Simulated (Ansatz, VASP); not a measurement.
# Ag3TeH: VASP beside Ansatz

```
Te H Ag
1.0
     4.43741    0.00000    0.00000
     0.00000    4.43741    0.00000
     0.00000    0.00000    4.43741
Te H Ag
1 1 3
Direct
  0.00000 0.00000 0.00000
  0.50000 0.50000 0.50000
  0.50000 0.50000 0.00000
  0.50000 0.00000 0.50000
  0.00000 0.50000 0.50000
```

The cell comes from a database or a generator and needn't be the stable form of this composition.

Alike in both runs: task single point; functional PBE; k mesh 4 × 4 × 4; occupations gaussian, width 0.05 eV; no spin polarisation.

|  | VASP | Ansatz |
| --- | --- | --- |
| version | VASP 6.6.1 | Ansatz 0.2.0 |
| potentials or method | VASP PAW PBE potentials, release 64 (Te, H, Ag) | scalar-relativistic, plane waves, PAW |
| plane-wave cutoff (eV) | 520 | 420 |
| valence electrons in the cell | 40 | 74 |

Ansatz gave:

| Quantity | Value |
| --- | --- |
| gap on the k mesh at the Fermi level (eV) | 0.03 |
| least direct gap on the mesh (eV) | 0.68 |
| pressure (GPa) | 0.0 |

Task: What did VASP give for the same quantities?

Result: gap on the k mesh at the Fermi level (eV): 0.03; least direct gap on the mesh (eV): 0.69; pressure (GPa): -0.1.

The two sets of potentials don't hold the same shells in valence.

Caveats: spin-orbit coupling is left out, which moves the levels of the heavy elements. A k mesh can miss the band edges. As with any semilocal functional, this PBE gap is likely too small.
